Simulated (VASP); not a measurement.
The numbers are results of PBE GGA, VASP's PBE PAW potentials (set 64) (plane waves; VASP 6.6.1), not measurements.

VASP ran on this input.

INCAR:
```
ALGO = Normal   ! blocked Davidson
LWAVE = .FALSE.
LREAL = .FALSE.
PREC = Accurate
LASPH = .TRUE.
LMAXMIX = 6   ! l cut-off of mixed one-centre charges
ISYM = 0
ENCUT = 400   ! plane-wave cut-off (eV)
EDIFF = 1E-6   ! SCF stop (eV)
ISMEAR = 1
SIGMA = 0.1
ISIF = 2
LCHARG = .FALSE.
GGA = PE   ! PBE
SYSTEM = Ho
NELM = 100   ! most electronic steps
```

POSCAR:
```
Ho
1
    1.7561740000    -3.1730490000     0.0000000000
    1.7561740000     3.1730490000     0.0000000000
    0.0000000000     0.0000000000     5.7533770000
Ho
2
Direct
  0.3333330000   0.6666670000   0.2500000000
  0.6919370000   0.3586030000   0.7500000000
```

KPOINTS:
```
Automatic mesh
0
Gamma
11 11 6
0 0 0
```

POTCAR, in this order: Ho_3 (PBE.64 set). Program: vasp_std.

The 4f electrons are frozen in the core of the lanthanide potential, so 4f levels, which can set the real gap, and their magnetism are missing.

Problem. Predict the energy per atom (σ→0), largest force, band gap (on the k-mesh).

Solution. 
```json
{
 "energy per atom (σ→0)": "-4.502 eV/atom",
 "band gap (on the k-mesh)": "none (metal, semimetal or under 0.01 eV)",
 "largest_force": "0.115 eV/Å"
}
```

**OSZICAR**
```
...
DAV:   5    -0.899793309044E+01   -0.54469E-02   -0.52913E-02 15975   0.182E+00    0.235E+01
DAV:   6    -0.899588966768E+01    0.20434E-02   -0.27722E-02 15889   0.213E+00    0.140E+01
DAV:   7    -0.900328653327E+01   -0.73969E-02   -0.50019E-02 15124   0.296E+00    0.294E-01
DAV:   8    -0.900297762209E+01    0.30891E-03   -0.31213E-03 14411   0.607E-01    0.585E-02
DAV:   9    -0.900299647039E+01   -0.18848E-04   -0.21500E-04 15970   0.157E-01    0.327E-02
DAV:  10    -0.900298998295E+01    0.64874E-05   -0.24766E-05 15948   0.561E-02    0.359E-02
DAV:  11    -0.900299062952E+01   -0.64657E-06   -0.12127E-06  9121   0.134E-02
   1 F= -.90029906E+01 E0= -.90034921E+01  d E =0.150427E-02
```

The compound is Ho in the hcp structure. The cell was not relaxed at this level, atoms are displaced from their ideal sites. The run is one of a series of settings (ISYM = 0 against the base run), some of them coarse on purpose.
